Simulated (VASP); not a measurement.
Here is the system:

```xyz
10
Lattice="4.0489 0.0000 0.0000 2.0245 3.5065 0.0000 0.0000 0.0000 19.4384" Properties=species:S:1:pos:R:3 pbc="T T T"
Fe     4.5551     2.6299     6.8265
Fe     2.5306     1.4610     6.0000
Fe     2.5306     1.4610     8.4795
Fe     0.5061     0.2922     7.6530
Fe     0.5061     0.2922    10.1325
Fe     4.5551     2.6299     9.3060
Fe     4.5551     2.6299    11.7854
Fe     2.5306     1.4610    10.9590
Fe     2.5306     1.4610    13.4384
Fe     0.5061     0.2922    12.6119
```

Computed with LDA (Ceperley-Alder, Perdew-Zunger), VASP's LDA PAW potentials (set 64) (plane waves; VASP). Numerical set-up: 300 eV cut-off, 5×5×1 Γ-centred mesh, Gaussian smearing of 0.20 eV, potentials Fe.

At this cut-off the stress carries a Pulay error, which pulls relaxed volumes low. The cell holds a wide vacuum, so values per volume refer to the whole cell. The run has a spin-polarised start.

Task: Give the force on each atom (eV/Å).

Result: 
```
atom     Fx     Fy      Fz
----  -----  -----  ------
Fe1   0.000  0.000   0.895
Fe2   0.000  0.000   1.729
Fe3   0.000  0.000  -0.221
Fe4   0.000  0.000  -0.527
Fe5   0.000  0.000   0.214
Fe6   0.000  0.000  -0.214
Fe7   0.000  0.000   0.527
Fe8   0.000  0.000   0.221
Fe9   0.000  0.000  -1.729
Fe10  0.000  0.000  -0.895
```

Task: Give the stress tensor in GPa (positive for a compressed cell).

Result: 
```
-10.70    0.00    0.00
  0.00  -10.70    0.00
  0.00    0.00   -8.86
```
The pressure is its mean diagonal, -10.09 GPa.

The cell is a sheet with vacuum, built from a database entry that may be metastable or hypothetical.
